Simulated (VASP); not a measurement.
Computed with r2SCAN meta-GGA, VASP's PBE PAW potentials (set 64) (plane waves; VASP 6.6.1).

The input files of a VASP run:

POSCAR:
```
Cs(100) slab
1
    6.2675648548     0.0000000000    -0.0000000000
    0.0000000000     6.2675648548    -0.0000000000
    0.0000000000    -0.0000000000    27.9471744345
Cs
4
Direct
  0.5000000000   0.0000000000   0.3318010000
  0.0000000000   0.5000000000   0.4439340000
  0.5000000000   0.0000000000   0.5560660000
  0.0000000000   0.5000000000   0.6681990000
```

### INCAR
```
SYSTEM = Cs(100) slab
PREC = Normal
ENCUT = 400
EDIFF = 1E-5
NELM = 100
ALGO = Normal
LREAL = .FALSE.
LASPH = .TRUE.
ISMEAR = 1
SIGMA = 0.1
METAGGA = R2SCAN
LMIXTAU = .TRUE.
LMAXMIX = 4
LWAVE = .TRUE.
LCHARG = .FALSE.
NELMIN = 4
LDIPOL = .TRUE.
IDIPOL = 3
DIPOL = 0.5 0.5 0.5
IBRION = 2
ISIF = 2
NSW = 50
EDIFFG = -0.03
```

KPOINTS:
```
Automatic
0
gamma
 5 5 1
```

POTCAR, in this order: Cs_sv (PBE.64 set). Program: vasp_std.

Unless said otherwise, spin-orbit coupling is left out, though it shifts the bands of the heavy elements here.

Task: Estimate the energy per atom (σ→0), band gap (on the k-mesh).

Result: 
| Quantity | Result |
|---|---|
| energy per atom (σ→0) | -24918 meV/atom |
| band gap (on the k-mesh) | none (metal, semimetal or under 0.01 eV) |

File OSZICAR:
```
...
DAV:  16    -0.996722645243E+02   -0.40455E-03   -0.22033E-04   264   0.945E-02    0.119E-03
DAV:  17    -0.996721714537E+02    0.93071E-04   -0.27991E-05   180   0.441E-02    0.152E-03
DAV:  18    -0.996722832140E+02   -0.11176E-03   -0.12748E-05   180   0.242E-02    0.131E-03
DAV:  19    -0.996724990159E+02   -0.21580E-03   -0.44859E-05   206   0.515E-02    0.156E-03
DAV:  20    -0.996726920325E+02   -0.19302E-03   -0.43711E-05   168   0.442E-02    0.136E-03
DAV:  21    -0.996727336583E+02   -0.41626E-04   -0.56807E-06   222   0.166E-02    0.141E-03
DAV:  22    -0.996727330265E+02    0.63180E-06   -0.11484E-06   144   0.862E-03
   3 F= -.99672733E+02 E0= -.99673177E+02  d E =-.280660E-01
```

The cell is a thin slab with vacuum, built from Cs (bcc): (100) face.
